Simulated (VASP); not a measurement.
An input for Ansatz (written as the equivalent of a VASP run, and not itself run):

Ansatz 0.2 input:
```yaml
crystal:
  lattice:
    - [0.0000000, 2.8324234, 2.8324234]
    - [2.8324234, 0.0000000, 2.8324234]
    - [2.8324234, 2.8324234, 0.0000000]
  atoms:
    - { symbol: Ga, position: [1.0000000, 1.0000000, 1.0000000] }
    - { symbol: As, position: [0.2500000, 0.2500000, 0.2500000] }
kpoints:
  mp_grid: { grid: [8, 8, 8] }
hamiltonian:
  xc: pbesol
  pseudopotentials: { kind: paw }
scf:
  occupations: { method: gaussian, width: 0.05 }
  max_iter: 100
relax:
  max_steps: 40
  f_tol: 0.02
  cell: {}
output: { forces: true, stress: true, eigenvalues: true }
```

### Question
Write the VASP files for the same calculation (PBEsol).

### Answer
This is not unique; one that fits is 
**POSCAR**
```
GaAs
1
    0.0000000000     2.8324233887     2.8324233887
    2.8324233887     0.0000000000     2.8324233887
    2.8324233887     2.8324233887    -0.0000000000
Ga As
1 1
Direct
  1.0000000000   1.0000000000   1.0000000000
  0.2500000000   0.2500000000   0.2500000000
```

### INCAR
```
! general
SYSTEM   =  GaAs
PREC     =  Accurate
ENCUT    =  500
LREAL    =  .FALSE.
LASPH    =  .TRUE.

! electronic loop
EDIFF    =  1E-6
NELM     =  100
ALGO     =  Normal
LMAXMIX  =  4

! smearing
ISMEAR   =  0
SIGMA    =  0.05

! functional
GGA      =  PS

! ions
IBRION   =  2
NSW      =  40
ISIF     =  3
EDIFFG   =  -0.02

! output
LWAVE    =  .FALSE.
LCHARG   =  .FALSE.
```

File KPOINTS:
```
Automatic mesh
0
Gamma
8 8 8
0 0 0
```

POTCAR, in this order: Ga_d As (PBE.64 set). Program: vasp_std.

Limits of the translation: each code has its own PAW files, so the cut-off isn't converted (ENCUT is set for VASP's; basis.ecutwfc is left out, and Ansatz then takes the one that its files recommend); Ansatz stops its SCF on the density residual and VASP on the energy change (EDIFF).

The structure was generated: GaAs was put into the zinc blende type (F-43m), which need not be its known phase. It was relaxed first, which changed the volume by +5 %.
